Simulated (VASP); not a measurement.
These are PBE GGA with D3 dispersion (Becke-Johnson damping), VASP's PBE PAW potentials (set 64) (plane waves; VASP) values and carry that method's errors.

The input files of a VASP run:

**KPOINTS**
```
Automatic
0
G
  12 12 7
```

INCAR:
```
# general
SYSTEM   =  Y
PREC     =  Accurate
ENCUT    =  520
LREAL    =  .FALSE.
LASPH    =  .TRUE.

# electronic loop
EDIFF    =  1E-7
NELM     =  100
ALGO     =  Normal
LMAXMIX  =  4

# smearing
ISMEAR   =  1
SIGMA    =  0.1

# functional
GGA      =  PE
IVDW     =  12

# ions
IBRION   =  2
NSW      =  30
ISIF     =  4
EDIFFG   =  -0.01

# output
LWAVE    =  .FALSE.
LCHARG   =  .FALSE.
```

File POSCAR:
```
Y
1
    1.8216600266    -3.1552079892     0.0000000000
    1.8216600266     3.1552079892     0.0000000000
    0.0000000000     0.0000000000     5.6145701263
Y
2
Direct
  0.3333330000   0.6666670000   0.2500000000
  0.6666670000   0.3333330000   0.7500000000
```

POTCAR, in this order: Y_sv (PBE.64 set). Program: vasp_std.

Output

### OSZICAR
```
       N       E                     dE             d eps       ncg     rms          rms(c)
DAV:   1     0.862574355242E+02    0.86257E+02   -0.11635E+04  2280   0.139E+03
DAV:   2    -0.576097745041E+01   -0.92018E+02   -0.91112E+02  2826   0.288E+02
DAV:   3    -0.131060815827E+02   -0.73451E+01   -0.72797E+01  4383   0.475E+01
DAV:   4    -0.132400424008E+02   -0.13396E+00   -0.13386E+00  2595   0.750E+00
DAV:   5    -0.132434847765E+02   -0.34424E-02   -0.34424E-02  3380   0.887E-01    0.336E+01
DAV:   6    -0.129215012486E+02    0.32198E+00   -0.43169E-01  2294   0.476E+00    0.208E+01
DAV:   7    -0.128709772391E+02    0.50524E-01   -0.85052E-01  2924   0.617E+00    0.180E+00
DAV:   8    -0.128606241709E+02    0.10353E-01   -0.17595E-01  2777   0.274E+00    0.116E+00
DAV:   9    -0.128595668498E+02    0.10573E-02   -0.41873E-03  3208   0.466E-01    0.402E-01
DAV:  10    -0.128597229906E+02   -0.15614E-03   -0.18818E-03  2404   0.456E-01    0.331E-01
DAV:  11    -0.128596608926E+02    0.62098E-04   -0.14304E-04  2898   0.123E-01    0.303E-02
DAV:  12    -0.128596565601E+02    0.43325E-05   -0.27042E-05  2712   0.522E-02    0.231E-02
DAV:  13    -0.128596583015E+02   -0.17414E-05   -0.67519E-06  2602   0.273E-02    0.147E-03
DAV:  14    -0.128596584491E+02   -0.14752E-06   -0.21591E-07  2902   0.292E-03    0.231E-03
DAV:  15    -0.128596583596E+02    0.89433E-07   -0.27315E-08  1581   0.168E-03
   1 F= -.13541812E+02 E0= -.13540705E+02  d E =-.135418E+02
       N       E                     dE             d eps       ncg     rms          rms(c)
DAV:   1    -0.128617972359E+02   -0.21388E-02   -0.10110E-01  2294   0.258E+00    0.230E-01
DAV:   2    -0.128606503905E+02    0.11468E-02   -0.29191E-03  2483   0.387E-01    0.127E-01
DAV:   3    -0.128601643514E+02    0.48604E-03   -0.12523E-03  2924   0.266E-01    0.866E-02
DAV:   4    -0.128601686976E+02   -0.43462E-05   -0.38270E-05  2756   0.464E-02    0.292E-02
DAV:   5    -0.128601620183E+02    0.66793E-05   -0.19428E-05  3022   0.341E-02    0.402E-03
DAV:   6    -0.128601621018E+02   -0.83524E-07   -0.67324E-07  2826   0.597E-03
   2 F= -.13542290E+02 E0= -.13541256E+02  d E =-.478027E-03
       N       E                     dE             d eps       ncg     rms          rms(c)
DAV:   1    -0.128613375742E+02   -0.11756E-02   -0.63794E-02  2287   0.205E+00    0.182E-01
DAV:   2    -0.128606104923E+02    0.72708E-03   -0.18453E-03  2469   0.307E-01    0.101E-01
DAV:   3    -0.128603019255E+02    0.30857E-03   -0.79986E-04  2924   0.213E-01    0.692E-02
DAV:   4    -0.128603048075E+02   -0.28821E-05   -0.24428E-05  2763   0.370E-02    0.232E-02
DAV:   5    -0.128603004152E+02    0.43923E-05   -0.12442E-05  3015   0.272E-02    0.317E-03
DAV:   6    -0.128603004752E+02   -0.59928E-07   -0.42854E-07  2595   0.478E-03
   3 F= -.13542412E+02 E0= -.13541449E+02  d E =-.599639E-03
```

### OUTCAR
```
------------------------ aborting loop because EDIFF is reached ----------------------------------------
 Edisp (eV)   -0.68211
  FORCE on cell =-STRESS in cart. coord.  units (eV):
  Direction    XX          YY          ZZ          XY          YZ          ZX
  --------------------------------------------------------------------------------------
  Total      -0.40781    -0.40781    -0.40682     0.00000     0.00000    -0.00000
  in kB     -10.12352   -10.12352   -10.09874     0.00000     0.00000    -0.00000
  external pressure =      -10.12 kB  Pullay stress =        0.00 kB
  volume of cell :       64.54
      direct lattice vectors                 reciprocal lattice vectors
     1.816346126 -3.146004032  0.000000000     0.275277929 -0.158931773  0.000000000
     1.816346126  3.146004032  0.000000000     0.275277929  0.158931773  0.000000000
    -0.000000000 -0.000000000  5.647470162     0.000000000  0.000000000  0.177070435
 POSITION                                       TOTAL-FORCE (eV/Angst)
 -----------------------------------------------------------------------------------
      1.81635      1.04867      1.41187        -0.000000     -0.000000      0.000000
      1.81635     -1.04867      4.23560         0.000000      0.000000      0.000000
 -----------------------------------------------------------------------------------
    total drift:                                0.000000      0.000517     -0.000010
  FREE ENERGIE OF THE ION-ELECTRON SYSTEM (eV)
  ---------------------------------------------------
  free  energy   TOTEN  =       -13.5424116824 eV

  energy  without entropy=      -13.5395249388  energy(sigma->0) =      -13.54144943

 reached required accuracy - stopping structural energy minimisation
```
(Selected blocks of OUTCAR.)

**CONTCAR**
```
Y
   1.00000000000000
     1.8163461263390377   -3.1460040322393183    0.0000000000000000
     1.8163461263390377    3.1460040322393183    0.0000000000000000
    -0.0000000000000000   -0.0000000000000000    5.6474701623316106
  Y
     2
Direct
     0.3333330000000032    0.6666669999999968    0.2500000000000000
     0.6666669999999968    0.3333330000000032    0.7500000000000000
```

The compound is Y in the hcp structure. This cell is one point of a volume scan, at 1.03 of the reference volume. Symmetry was kept, so distortions that lower it aren't found.
